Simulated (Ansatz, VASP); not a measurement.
Two plane-wave programs on TeW2

```xyz
3
Lattice="0.0000 3.1299 3.1299 3.1299 0.0000 3.1299 3.1299 3.1299 0.0000" Properties=species:S:1:pos:R:3 pbc="T T T"
Te    0.0000    0.0000    0.0000
W     1.5650    1.5650    1.5650
W     4.6949    4.6949    4.6949
```

Change from the starting cell: species swapped into the HfO2 type (Fm-3m, No. 225).

Alike in both runs: task relaxation of cell and atoms; functional PBE; k mesh 12 × 12 × 12; occupations gaussian, width 0.1 eV; no spin polarisation.

```csv
,VASP,Ansatz
version,VASP 6.6.1,Ansatz 0.2.0
potentials or method,"VASP PAW PBE potentials, release 64 (Te, W_sv)","scalar-relativistic, plane waves, PAW"
plane-wave cutoff (eV),600,420
valence electrons in the cell,34,44
```

|  | VASP | Ansatz | Ansatz less VASP |
| --- | --- | --- | --- |
| gap on the k mesh at the Fermi level, each at its own relaxed structure (eV) | none | none | - |
| relaxed volume (Å³/atom) | 20.34 | 20.33 | -0.009 |
| relaxed cell length with the largest relative difference (Å) | 4.419 | 4.418 | -0.0007 |

A gap of «none» marks a metal or a gap that the smearing closes. The two sets of potentials don't hold the same shells in valence.

Spin-orbit coupling is left out, which matters for the levels of Te, W.
